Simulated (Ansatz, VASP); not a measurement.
AlSn: VASP beside Ansatz

```
CELL_PARAMETERS angstrom
4.16993 0.00000 0.00000
-2.08496 3.61126 0.00000
0.00000 0.00000 3.28465
ATOMIC_POSITIONS crystal
Sn 0.33333 0.66667 0.50000
Al 0.00000 0.00000 0.00000
```

Change from the starting cell: volume scaled by 0.98.

Alike in both runs: task single point; functional PBE; k mesh 7 × 7 × 8; occupations fermi-dirac, width 0.05 eV; no spin polarisation.

|  | VASP | Ansatz |
| --- | --- | --- |
| version | VASP 6.6.1 | Ansatz 0.2.0 |
| potentials or method | VASP PAW PBE potentials, release 64 (Sn_d, Al) | Ansatz PAW |
| plane-wave cutoff (eV) | 520 | 420 |
| valence electrons in the cell | 17 | 17 |

```csv
,VASP,Ansatz,Ansatz less VASP
gap on the k mesh at the Fermi level (eV),none,none,-
pressure (GPa),1.3,1.3,+0.05
largest component of the traceless stress (GPa),0.41,0.41,+0.004
```

A gap of «none» marks a metal or a gap that the smearing closes. With one functional, cell and mesh, what is left measures potentials, basis and numerics.
